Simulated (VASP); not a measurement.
**KF (Carobbiite): a GW gap and what it depends on**

How far does the GW correction to the gap of KF (Carobbiite) depend on the settings? The starting structure is a measured crystal structure from the Crystallography Open Database. Cell and atoms stay as given.

Main program and level: VASP 6.6.1; GW on LDA orbitals, with plane waves and PAW data sets made for GW.

## Step 1: The structure

It takes space group Fm-3m (No. 225, cubic). Conventional cell: a = 5.347 Å, b = 5.347 Å, c = 5.347 Å, α = 90.00°, β = 90.00°, γ = 90.00°. Nearest to K lie 6 F at 2.67 Å. Nearest to F lie 6 K at 2.67 Å. Farther neighbours and most contacts between anions are not listed.

Structure file:

```xyz
2
Lattice="0.0000 2.6735 2.6735 2.6735 0.0000 2.6735 2.6735 2.6735 0.0000" Properties=species:S:1:pos:R:3 pbc="T T T"
K     0.0000    0.0000    0.0000
F     2.6735    2.6735    2.6735
```

## Step 2: G0W0 (response cutoff 100 eV, 4×4×4 mesh)

It reads the orbitals and their derivatives (WAVECAR and WAVEDER) of a run with the empty bands, which follows a ground-state run; neither is shown.

Contents of INCAR:

```
SYSTEM = KF
PREC = Accurate
ENCUT = 520
ISMEAR = 0
SIGMA = 0.01
LREAL = .FALSE.
GGA = CA
NBANDS = 88
ALGO = EVGW0
NELMGW = 1
ENCUTGW = 100
NOMEGA = 40
PRECFOCK = Fast
NBANDSGW = 16
LWAVE = .FALSE.
LCHARG = .FALSE.
```

Contents of POSCAR:

```
KF
1.0
    0.0000000000      2.6735000000      2.6735000000
    2.6735000000      0.0000000000      2.6735000000
    2.6735000000      2.6735000000      0.0000000000
K F
1 1
Direct
    0.0000000000      0.0000000000      0.0000000000
    0.5000000000      0.5000000000      0.5000000000
```

Contents of KPOINTS:

```
Automatic mesh
0
Gamma
4 4 4
0 0 0
```

PAW data sets: K_sv_GW and F_GW (LDA family, release 64).

Started as:

```
> mpirun -np 4 vasp_std
```

Log:

```text
[banner, memory and clock lines left out]
running    4 mpi-ranks, on    1 nodes
 distrk:  each k-point on    4 cores,    1 groups
 distr:  one band on    1 cores,    4 groups

 POSCAR found type information on POSCAR K F
 POSCAR found :  2 types and       2 ions
|                                                                             |
|           W    W    AA    RRRRR   N    N  II  N    N   GGGG   !!!           |
|           W    W   A  A   R    R  NN   N  II  NN   N  G    G  !!!           |
|           W    W  A    A  R    R  N N  N  II  N N  N  G       !!!           |
|           W WW W  AAAAAA  RRRRR   N  N N  II  N  N N  G  GGG   !            |
|           WW  WW  A    A  R   R   N   NN  II  N   NN  G    G                |
|           W    W  A    A  R    R  N    N  II  N    N   GGGG   !!!           |
|                                                                             |
|     The default for ENCUTGWSOFT is different in this version of VASP.       |
|     please manually set ENCUTGWSOFT =100 in the INCAR file.                 |
|                                                                             |

 LDA part: xc-table for (Slater(with rela. corr.)+CA(PZ))
 , standard interpolation
 found WAVECAR, reading the header
 POSCAR, INCAR and KPOINTS ok, starting setup
 FFT: planning ... GRIDC
 FFT: planning ... GRID_SOFT
 FFT: planning ... GRID
 reading WAVECAR
 the WAVECAR file was read successfully
 initial charge from wavefunction
 available memory per node:     68.20 GB, setting MAXMEM to     69838

 The Fermi energy was updated, please check that it is located mid-gap
 values below the HOMO (VB) or above the LUMO (CB) will cause erroneous energies
 E-fermi :   1.9907

 calculate exact exchange contribution
 the WAVEDER file was read successfully
energies w=
    0.000    0.000    1.182    0.000    2.358    0.000    3.520    0.000
    4.663    0.000    5.784    0.000    6.882    0.000    7.954    0.000
    9.004    0.000   10.032    0.000   11.041    0.000   12.037    0.000
   13.023    0.000   14.004    0.000   14.986    0.000   15.975    0.000
   16.978    0.000   18.002    0.000   19.055    0.000   20.147    0.000
   21.289    0.000   22.494    0.000   23.775    0.000   25.154    0.000
   26.650    0.000   28.294    0.000   30.123    0.000   32.181    0.000
   34.533    0.000   37.264    0.000   40.491    0.000   44.383    0.000
   49.189    0.000   55.297    0.000   63.332    0.000   74.389    0.000
   90.554    0.000  116.367    0.000  163.925    0.000  279.827    0.000
 responsefunction array rank=      92
 LDA part: xc-table for (Slater(with rela. corr.)+CA(PZ))
 , standard interpolation

 min. memory requirement per mpi rank     96.2 MB, per node    384.9 MB

 allocating  10 responsefunctions rank=    92
 shmem allocating  40 responsefunctions rank=    92
 response function shared by NCSHMEM nodes    1
 Doing           10  frequencies on each core in blocks of           40
NQ=   1    0.0000    0.0000    0.0000,
|.........|.........|.........|.........|.........|.........|.........|.........
 performed        104000 updates of chi_q(r,r)
 total number of BLAS operations          6.62 Gflops
NQ=   2    0.2500    0.0000    0.0000,
|.........|.........|.........|.........|.........|.........|.........|.........
 performed        309000 updates of chi_q(r,r)
 total number of BLAS operations         17.96 Gflops
NQ=   3    0.5000    0.0000    0.0000,
|.........|.........|.........|.........|.........|.........|.........|.........
 performed        464000 updates of chi_q(r,r)
 total number of BLAS operations         28.01 Gflops
NQ=   4    0.2500    0.2500    0.0000,
|.........|.........|.........|.........|.........|.........|.........|.........
 performed        650000 updates of chi_q(r,r)
 total number of BLAS operations         38.52 Gflops
NQ=   5    0.5000    0.2500    0.0000,
|.........|.........|.........|.........|.........|.........|.........|.........
 performed        900000 updates of chi_q(r,r)
 total number of BLAS operations         54.42 Gflops
NQ=   6   -0.2500    0.2500    0.0000,
|.........|.........|.........|.........|.........|.........|.........|.........
 performed       1122000 updates of chi_q(r,r)
 total number of BLAS operations         68.53 Gflops
NQ=   7    0.5000    0.5000    0.0000,
|.........|.........|.........|.........|.........|.........|.........|.........
 performed       1265000 updates of chi_q(r,r)
 total number of BLAS operations         78.27 Gflops
NQ=   8   -0.2500    0.5000    0.2500,
|.........|.........|.........|.........|.........|.........|.........|.........
 performed       1453000 updates of chi_q(r,r)
 total number of BLAS operations         88.94 Gflops
 resolving degeneracies of screened two electron integrals

 calculate QP shifts <psi_nk| G(iteration)W_0 |psi_nk>: iteration 1
 entering main loop
```

The job ended after 8.6 s (4 MPI ranks of Intel Xeon 6975P-C (Granite Rapids), shared host; peak memory 0.59 GiB).

The logs omit lines about the potential files and the build; timing stands in the text.

Parts of OUTCAR (step 2):

```text
ion  position               nearest neighbor table
   1  0.000  0.000  0.000-   2 2.67   2 2.67   2 2.67   2 2.67   2 2.67   2 2.67
   2  0.500  0.500  0.500-   1 2.67   1 2.67   1 2.67   1 2.67   1 2.67   1 2.67

  LATTYP: Found a face centered cubic cell.
 ALAT       =     5.3470000000

 Subroutine GETGRP returns: Found 48 space group operations
 (whereof 48 operations were pure point group operations)

The static configuration has the point symmetry O_h .

 Found      8 irreducible k-points:

   k-points           NKPTS =      8   k-points in BZ     NKDIM =     64   number of bands    NBANDS=     88

   dimension x,y,z NGX =    28 NGY =   28 NGZ =   28
   dimension x,y,z NGXF=    56 NGYF=   56 NGZF=   56

   ENCUT  =  520.0 eV  38.22 Ry    6.18 a.u.   7.03  7.03  7.03*2*pi/ulx,y,z

   NELECT =      16.0000    total number of electrons

  energy-cutoff  :      520.00
  volume of cell :       38.22
      direct lattice vectors                 reciprocal lattice vectors
     0.000000000  2.673500000  2.673500000    -0.187020759  0.187020759  0.187020759
     2.673500000  0.000000000  2.673500000     0.187020759 -0.187020759  0.187020759
     2.673500000  2.673500000  0.000000000     0.187020759  0.187020759 -0.187020759

 k-points in reciprocal lattice and weights: Automatic mesh
   0.00000000  0.00000000  0.00000000       0.016
   0.25000000  0.00000000  0.00000000       0.125
   0.50000000  0.00000000  0.00000000       0.062
   0.25000000  0.25000000  0.00000000       0.094
   0.50000000  0.25000000  0.00000000       0.375
  -0.25000000  0.25000000  0.00000000       0.188
   0.50000000  0.50000000  0.00000000       0.047
  -0.25000000  0.50000000  0.25000000       0.094

 E-fermi :   1.9907

 QP shifts <psi_nk| G(iteration)W_0 |psi_nk>: iteration 1
 for sc-GW calculations column KS-energies equals QP-energies in previous step
 and V_xc(KS)=  KS-energies - (<T + V_ion + V_H > + <T+V_H+V_ion>^1  + <V_x>^1)
 k-point   1 :       0.0000    0.0000    0.0000
  band No.  KS-energies  QP-energies   sigma(KS)   V_xc(KS)     V^pw_x(r,r')   Z            occupation Imag(sigma)
    ...
      5     -10.0035     -13.2531     -21.8677     -17.9970     -24.8154       0.8395       2.0000       0.1414
      6      -0.9069      -3.0426     -24.5147     -21.7726     -29.3848       0.7789       2.0000       0.1855
      7      -0.9069      -3.0426     -24.5147     -21.7726     -29.3848       0.7789       2.0000       0.1855
      8      -0.9069      -3.0426     -24.5147     -21.7726     -29.3848       0.7789       2.0000       0.1855
      9       4.8883       6.5302      -6.8178      -8.6815      -3.9530       0.8809       0.0000      -0.0803
     10       9.6048      12.4935      -7.6456     -10.9669      -4.5819       0.8698       0.0000      -0.0937
     11       9.6048      12.4935      -7.6456     -10.9669      -4.5819       0.8698       0.0000      -0.0937
     12       9.6048      12.4935      -7.6456     -10.9669      -4.5819       0.8698       0.0000      -0.0937
    ...

 k-point   2 :       0.2500    0.0000    0.0000
  band No.  KS-energies  QP-energies   sigma(KS)   V_xc(KS)     V^pw_x(r,r')   Z            occupation Imag(sigma)
    ...
      5     -10.0231     -13.2765     -21.8349     -17.9607     -24.7662       0.8398       2.0000       0.1365
      6      -1.3770      -3.5515     -23.1813     -20.3769     -27.8228       0.7754       2.0000       0.1891
      7      -1.0954      -3.2430     -24.1277     -21.3621     -28.9561       0.7765       2.0000       0.1883
      8      -1.0954      -3.2430     -24.1277     -21.3621     -28.9561       0.7765       2.0000       0.1883
      9       6.4156       8.2241      -8.0790     -10.1511      -5.3698       0.8727       0.0000      -0.0829
     10       8.9272      11.4194      -7.2966     -10.1604      -4.3313       0.8702       0.0000      -0.0944
     11      10.3460      13.4069      -8.2300     -11.7693      -5.1269       0.8648       0.0000      -0.1005
     12      10.3460      13.4069      -8.2300     -11.7693      -5.1269       0.8648       0.0000      -0.1005
    ...

 k-point   3 :       0.5000    0.0000    0.0000
  band No.  KS-energies  QP-energies   sigma(KS)   V_xc(KS)     V^pw_x(r,r')   Z            occupation Imag(sigma)
    ...
      5     -10.0422     -13.2968     -21.8034     -17.9257     -24.7185       0.8393       2.0000       0.1312
      6      -1.7512      -3.9767     -22.3740     -19.5052     -26.9148       0.7758       2.0000       0.1971
      7      -1.2746      -3.4263     -23.7809     -20.9907     -28.5772       0.7711       2.0000       0.1925
      8      -1.2746      -3.4263     -23.7809     -20.9907     -28.5772       0.7711       2.0000       0.1925
      9       7.8735      10.1960      -9.1838     -11.8816      -6.6221       0.8609       0.0000      -0.0866
     10       9.2736      11.1163      -6.8228      -8.9457      -3.7766       0.8680       0.0000      -0.1080
     11      11.0251      14.3342      -9.4519     -13.3153      -6.3656       0.8565       0.0000      -0.1070
     12      11.0251      14.3342      -9.4519     -13.3153      -6.3656       0.8565       0.0000      -0.1070
    ...

 k-point   4 :       0.2500    0.2500    0.0000
  band No.  KS-energies  QP-energies   sigma(KS)   V_xc(KS)     V^pw_x(r,r')   Z            occupation Imag(sigma)
    ...
      5     -10.1174     -13.3697     -21.7297     -17.8455     -24.6940       0.8373       2.0000       0.1492
      6      -1.4234      -3.5980     -23.3089     -20.4891     -27.9984       0.7712       2.0000       0.1925
      7      -0.9582      -3.1034     -24.3745     -21.6241     -29.2041       0.7799       2.0000       0.1850
      8      -0.9582      -3.1034     -24.3745     -21.6241     -29.2041       0.7799       2.0000       0.1850
      9       6.7098       8.5554      -7.6733      -9.7859      -4.8398       0.8736       0.0000      -0.0858
     10       8.0028      10.4065      -6.6579      -9.4054      -3.7151       0.8749       0.0000      -0.0870
     11      11.0840      14.2709      -8.5843     -12.2898      -5.4147       0.8601       0.0000      -0.1092
     12      11.0840      14.2709      -8.5843     -12.2898      -5.4147       0.8601       0.0000      -0.1092
    ...

[... 4 further parts left out ...]
```

G0W0 (response cutoff 100 eV, 4×4×4 mesh): the quasiparticle gap on this mesh is 9.573 eV, +3.778 eV from the LDA gap on the same points, with 88 bands.

## Step 3: G0W0 (response cutoff 160 eV, 4×4×4 mesh)

It reads the orbitals and their derivatives (WAVECAR and WAVEDER) of a run with the empty bands, which follows a ground-state run; neither is shown.

Changes to INCAR since step 2:

```diff
@@ -7,6 +7,6 @@
 GGA = CA
-NBANDS = 88
+NBANDS = 176
 ALGO = EVGW0
 NELMGW = 1
-ENCUTGW = 100
+ENCUTGW = 160
 NOMEGA = 40
```

POSCAR is that of step 2.

KPOINTS is that of step 2.

Started as:

```
> mpirun -np 4 vasp_std
```

Log:

```text
[banner, memory and clock lines left out]
running    4 mpi-ranks, on    1 nodes
[...]
|                                                                             |
|           W    W    AA    RRRRR   N    N  II  N    N   GGGG   !!!           |
|           W    W   A  A   R    R  NN   N  II  NN   N  G    G  !!!           |
|           W    W  A    A  R    R  N N  N  II  N N  N  G       !!!           |
|           W WW W  AAAAAA  RRRRR   N  N N  II  N  N N  G  GGG   !            |
|           WW  WW  A    A  R   R   N   NN  II  N   NN  G    G                |
|           W    W  A    A  R    R  N    N  II  N    N   GGGG   !!!           |
|                                                                             |
|     The default for ENCUTGWSOFT is different in this version of VASP.       |
|     please manually set ENCUTGWSOFT =160 in the INCAR file.                 |
|                                                                             |

 LDA part: xc-table for (Slater(with rela. corr.)+CA(PZ))
[...]
total number of BLAS operations        216.31 Gflops
NQ=   4    0.2500    0.2500    0.0000,
|.........|.........|.........|.........|.........|.........|.........|.........
 performed       1334000 updates of chi_q(r,r)
 total number of BLAS operations        312.73 Gflops
NQ=   5    0.5000    0.2500    0.0000,
|.........|.........|.........|.........|.........|.........|.........|.........
 performed       1843000 updates of chi_q(r,r)
 total number of BLAS operations        441.99 Gflops
NQ=   6   -0.2500    0.2500    0.0000,
|.........|.........|.........|.........|.........|.........|.........|.........
 performed       2296000 updates of chi_q(r,r)
 total number of BLAS operations        546.87 Gflops
NQ=   7    0.5000    0.5000    0.0000,
|.........|.........|.........|.........|.........|.........|.........|.........
 performed       2591000 updates of chi_q(r,r)
 total number of BLAS operations        632.33 Gflops
NQ=   8   -0.2500    0.5000    0.2500,
|.........|.........|.........|.........|.........|.........|.........|.........
 performed       2977000 updates of chi_q(r,r)
 total number of BLAS operations        728.00 Gflops
 resolving degeneracies of screened two electron integrals

 calculate QP shifts <psi_nk| G(iteration)W_0 |psi_nk>: iteration 1
 entering main loop
[key lines of the parts left out:]
E-fermi :   1.9907
```

It took 18 s on 4 MPI ranks; peak memory 0.82 GiB; 68 s of CPU time.

Parts of OUTCAR (step 3):

```text
 QP shifts <psi_nk| G(iteration)W_0 |psi_nk>: iteration 1
 for sc-GW calculations column KS-energies equals QP-energies in previous step
 and V_xc(KS)=  KS-energies - (<T + V_ion + V_H > + <T+V_H+V_ion>^1  + <V_x>^1)
 k-point   1 :       0.0000    0.0000    0.0000
  band No.  KS-energies  QP-energies   sigma(KS)   V_xc(KS)     V^pw_x(r,r')   Z            occupation Imag(sigma)
    ...
      5     -10.0035     -13.4518     -22.1200     -17.9970     -24.8154       0.8364       2.0000       0.1392
      6      -0.9069      -3.1374     -24.6506     -21.7726     -29.3848       0.7750       2.0000       0.1864
      7      -0.9069      -3.1374     -24.6506     -21.7726     -29.3848       0.7750       2.0000       0.1864
      8      -0.9069      -3.1374     -24.6506     -21.7726     -29.3848       0.7750       2.0000       0.1864
      9       4.8883       6.5255      -6.8214      -8.6815      -3.9530       0.8802       0.0000      -0.0773
     10       9.6048      12.3995      -7.7546     -10.9669      -4.5819       0.8700       0.0000      -0.0972
     11       9.6048      12.3995      -7.7546     -10.9669      -4.5819       0.8700       0.0000      -0.0972
     12       9.6048      12.3995      -7.7546     -10.9669      -4.5819       0.8700       0.0000      -0.0972
    ...

[... 1 part as in an earlier step ...]

[... 2 further parts left out ...]
[key lines of the parts left out:]
E-fermi :   1.9907
```

G0W0 (response cutoff 160 eV, 4×4×4 mesh): the quasiparticle gap on this mesh is 9.663 eV, +3.868 eV from the LDA gap on the same points, with 176 bands.

(Part 1 of 2 ends here.)

[Lines on the potential files, build, host, timing and source positions are cut from VASP's logs without a mark.]

[Logs are printed without paths, hosts, clocks, repeated set-up lines and the standing remarks that a program may print on its own settings, such as how far it seeks lower states.]

[Hosts, paths, dates, database ids (printed as entryN), source tags and the programs' standing remarks are cut or masked in the printed files.]
